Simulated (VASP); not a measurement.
Method: SCAN meta-GGA, VASP's PBE PAW potentials (set 64) (plane waves; VASP).

A VASP calculation is set up with these files.

File POSCAR:
```
CsPbBr3
1
    5.9794215143     0.0000000000     0.0000000000
    0.0000000000     5.9794215143     0.0000000000
    0.0000000000     0.0000000000     5.9794215143
Cs Pb Br
1 1 3
Direct
  0.0000000000   0.0000000000   0.0000000000
  0.5000000000   0.5000000000   0.5000000000
  0.5000000000   0.0000000000   0.5000000000
  0.0000000000   0.5000000000   0.5000000000
  0.5000000000   0.5000000000   0.0000000000
```

### INCAR
```
! general
SYSTEM  = CsPbBr3
PREC    = Accurate
ENCUT   = 520   ! plane-wave cut-off (eV)
LREAL   = .FALSE.
LASPH   = .TRUE.   ! aspherical one-centre terms

! electronic loop
EDIFF   = 1E-7   ! SCF stop (eV)
NELM    = 100
ALGO    = Normal
LMAXMIX = 4   ! l cut-off of mixed one-centre charges
LMIXTAU = .TRUE.

! smearing
ISMEAR  = 0   ! Gaussian
SIGMA   = 0.05   ! width (eV)

! functional
METAGGA = SCAN

! ions
ISIF    = 2   ! forces and stress, cell fixed

! output
LWAVE   = .FALSE.
LCHARG  = .FALSE.
```

### KPOINTS
```
Automatic mesh
0
Gamma
4 4 4
0 0 0
```

POTCAR, in this order: Cs_sv Pb_d Br (PBE.64 set). Program: vasp_std.

Output of the run:

OSZICAR:
```
       N       E                     dE             d eps       ncg     rms          rms(c)
DAV:   1     0.241318235037E+03    0.24132E+03   -0.19142E+04   520   0.152E+03
DAV:   2    -0.131978764278E+03   -0.37330E+03   -0.36306E+03   632   0.338E+02
DAV:   3    -0.186261930426E+03   -0.54283E+02   -0.52437E+02   624   0.134E+02
DAV:   4    -0.188566167866E+03   -0.23042E+01   -0.22978E+01   672   0.343E+01
DAV:   5    -0.188626737897E+03   -0.60570E-01   -0.60517E-01   638   0.487E+00    0.354E+00
DAV:   6    -0.182740266703E+03    0.58865E+01   -0.36693E+00   636   0.336E+01    0.252E+00
DAV:   7    -0.177313062410E+03    0.54272E+01   -0.13787E+00   540   0.948E+00    0.121E+00
DAV:   8    -0.178490490490E+03   -0.11774E+01   -0.10188E+00   608   0.751E+00    0.759E-01
DAV:   9    -0.178476818281E+03    0.13672E-01   -0.13871E-01   610   0.307E+00    0.641E-01
DAV:  10    -0.178696811750E+03   -0.21999E+00   -0.22137E-01   544   0.476E+00    0.140E-01
DAV:  11    -0.178612264861E+03    0.84547E-01   -0.32968E-01   520   0.568E+00    0.262E-01
DAV:  12    -0.178591472622E+03    0.20792E-01   -0.18258E-02   640   0.144E+00    0.195E-01
DAV:  13    -0.178613446683E+03   -0.21974E-01   -0.36944E-02   528   0.211E+00    0.962E-02
DAV:  14    -0.178619222926E+03   -0.57762E-02   -0.71605E-03   596   0.947E-01    0.786E-02
DAV:  15    -0.178619507143E+03   -0.28422E-03   -0.33933E-03   548   0.528E-01    0.577E-02
DAV:  16    -0.178619373910E+03    0.13323E-03   -0.11097E-03   532   0.377E-01    0.385E-02
DAV:  17    -0.178619977818E+03   -0.60391E-03   -0.33079E-04   540   0.208E-01    0.213E-02
DAV:  18    -0.178619905336E+03    0.72482E-04   -0.15741E-04   576   0.162E-01    0.691E-03
DAV:  19    -0.178619939643E+03   -0.34306E-04   -0.33196E-05   556   0.576E-02    0.550E-03
DAV:  20    -0.178619948259E+03   -0.86165E-05   -0.32448E-05   530   0.636E-02    0.609E-03
DAV:  21    -0.178619965595E+03   -0.17336E-04   -0.31472E-05   528   0.686E-02    0.381E-03
DAV:  22    -0.178619969918E+03   -0.43226E-05   -0.15532E-06   638   0.138E-02    0.239E-03
DAV:  23    -0.178619964870E+03    0.50483E-05   -0.25240E-06   534   0.204E-02    0.136E-03
DAV:  24    -0.178619962266E+03    0.26040E-05   -0.81293E-07   554   0.970E-03    0.100E-03
DAV:  25    -0.178619964006E+03   -0.17399E-05   -0.46436E-08   394   0.240E-03    0.531E-04
DAV:  26    -0.178619964824E+03   -0.81827E-06   -0.16479E-08   314   0.138E-03    0.289E-04
DAV:  27    -0.178619965257E+03   -0.43341E-06   -0.86820E-09   292   0.108E-03    0.859E-05
DAV:  28    -0.178619965292E+03   -0.34618E-07   -0.33431E-09   276   0.692E-04
   1 F= -.17861997E+03 E0= -.17861997E+03  d E =-.188428E-14
```

### OUTCAR
```
------------------------ aborting loop because EDIFF is reached ----------------------------------------
  FORCE on cell =-STRESS in cart. coord.  units (eV):
  Direction    XX          YY          ZZ          XY          YZ          ZX
  --------------------------------------------------------------------------------------
  Total       -0.8188037     -0.8188037     -0.8188037      0.0000000     -0.0000000     -0.0000000
  in kB       -6.1363889     -6.1363889     -6.1363889      0.0000000     -0.0000000     -0.0000000
  external PRESSURE =      -6.1363889 kB  Pullay stress =       0.0000000 kB
  volume of cell :      213.79
      direct lattice vectors                 reciprocal lattice vectors
     5.979421514  0.000000000  0.000000000     0.167240259  0.000000000  0.000000000
     0.000000000  5.979421514  0.000000000     0.000000000  0.167240259  0.000000000
     0.000000000  0.000000000  5.979421514     0.000000000  0.000000000  0.167240259
 POSITION                                       TOTAL-FORCE (eV/Angst)
 -----------------------------------------------------------------------------------
      0.00000      0.00000      0.00000         0.000000      0.000000      0.000000
      2.98971      2.98971      2.98971         0.000000      0.000000      0.000000
      2.98971      0.00000      2.98971         0.000000      0.000000      0.000000
      0.00000      2.98971      2.98971         0.000000      0.000000      0.000000
      2.98971      2.98971      0.00000         0.000000      0.000000      0.000000
 -----------------------------------------------------------------------------------
    total drift:                                0.000000     -0.000000     -0.000000
  FREE ENERGIE OF THE ION-ELECTRON SYSTEM (eV)
  ---------------------------------------------------
  free  energy   TOTEN  =      -178.6199652920 eV

  energy  without entropy=     -178.6199652920  energy(sigma->0) =     -178.61996529
```
(Selected blocks of OUTCAR.)

The compound is CsPbBr3 in the cubic perovskite structure, the ideal cubic form; the compound distorts at low or room temperature. This cell is one point of a volume scan, at 1.03 of the reference volume.
